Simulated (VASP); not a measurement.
These are PBE GGA, VASP's PBE PAW potentials (set 64) (plane waves; VASP) values and carry that method's errors. For the first row: Run with 520 eV cut-off, 13×13×13 Γ-centred mesh, first-order Methfessel-Paxton smearing of 0.10 eV, potentials Si Mo_sv.

| system | energy (eV/atom) |
|---|---|
| MoSi₂ (MoSi2 type) | -7.7537 |
| Si atom | -0.8103 |
| Mo atom | -4.6488 |

Atoms are spin-polarised in a large box without symmetry, with the spin fixed by Hund's rule, and may not be in the lowest state of each functional; no zero-point energy is added.

What is the cohesive energy per atom of MoSi2?

The references average (2×(-0.8103) + 1×(-4.6488))/3 = -2.0898 eV, so the cohesive energy is -2.0898 − (-7.7537) = 5.664 eV/atom.
